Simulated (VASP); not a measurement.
A VASP calculation is set up with these files.

POSCAR:
```
CaS
1
    0.0000000000     2.7263111428     2.7263111428
    2.7263111428     0.0000000000     2.7263111428
    2.7263111428     2.7263111428     0.0000000000
Ca S
1 1
Direct
  0.0000000000   0.0000000000   0.0000000000
  0.5000000000   0.5000000000   0.5000000000
```

**INCAR**
```
# general
SYSTEM  = CaS
PREC    = Accurate
ENCUT   = 500   # plane-wave cut-off (eV)
LREAL   = .FALSE.   # projection in real space or not
LASPH   = .TRUE.   # aspherical one-centre terms

# electronic loop
EDIFF   = 1E-6   # SCF stop (eV)
NELM    = 100
ALGO    = Normal   # blocked Davidson

# smearing
ISMEAR  = 0   # Gaussian
SIGMA   = 0.05

# ions
IBRION  = 2
NSW     = 40
ISIF    = 3   # ions, shape and volume
EDIFFG  = -0.02   # ionic stop
PSTRESS = 100   # kbar

# output
LWAVE   = .FALSE.
LCHARG  = .FALSE.
```

**KPOINTS**
```
K-points
0
gamma
  8 8 8
```

POTCAR, in this order: Ca_sv S (LDA.64 set). Program: vasp_std.

Problem. Write an equivalent input for Quantum ESPRESSO's pw.x.

Solution. One equivalent input (not run):
```
&CONTROL
  calculation = 'vc-relax'
  pseudo_dir = './pseudo'
  outdir = './out'
  tprnfor = .true.
  tstress = .true.
  nstep = 40
  forc_conv_thr = 0.00078
/
&SYSTEM
  ibrav = 0
  nat = 2
  ntyp = 2
  ecutwfc = 72
  occupations = 'smearing'
  smearing = 'gaussian'
  degauss = 0.003675
  input_dft = 'pz'
/
&ELECTRONS
  conv_thr = 7.3e-08
  electron_maxstep = 100
/
&IONS
/
&CELL
  press = 100
/
ATOMIC_SPECIES
  Ca 40.078 Ca.upf
  S 32.060 S.upf
CELL_PARAMETERS angstrom
     0.0000000    2.7263111    2.7263111
     2.7263111    0.0000000    2.7263111
     2.7263111    2.7263111    0.0000000
ATOMIC_POSITIONS crystal
  Ca   0.0000000  0.0000000  0.0000000
  S    0.5000000  0.5000000  0.5000000
K_POINTS automatic
  8 8 8 0 0 0
```
What does not carry over: the potentials are each code's own (VASP's PAW set, PseudoDojo norm-conserving files in pw.x), so ENCUT and ecutwfc are chosen apart and not converted; conv_thr bounds pw.x's estimated SCF error, while EDIFF bounds the energy change between steps; forc_conv_thr acts on force components and is met together with etot_conv_thr.

The compound is CaS in the rock salt structure. This run relaxes it under an external pressure of 10 GPa. Symmetry was kept, so distortions that lower it aren't found.
